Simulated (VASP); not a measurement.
Consider the following.

```xyz
1
Lattice="-2.4809 2.4809 2.4809 2.4809 -2.4809 2.4809 2.4809 2.4809 -2.4809" Properties=species:S:1:pos:R:3 pbc="T T T"
Ba     0.0000     0.0000     0.0000
```

All values below come from PBE GGA with D4 dispersion, VASP's PBE PAW potentials (set 64) (plane waves; VASP). Numerical set-up: 520 eV cut-off, 9×9×9 Γ-centred mesh, first-order Methfessel-Paxton smearing of 0.10 eV, potentials Ba_sv.

Unless said otherwise, spin-orbit coupling is left out, though it shifts the bands of the heavy elements here.

Q: Estimate the energy per atom (σ→0), band gap (on the k-mesh) with the smallest direct gap where there is one.

A: 
| Quantity | Result |
|---|---|
| band gap (on the k-mesh) | none (metal, semimetal or under 0.01 eV) |
| energy per atom (σ→0) | -2.066 eV/atom |

The compound is Ba in the bcc structure. It was relaxed first. The start is the result of an earlier pass.
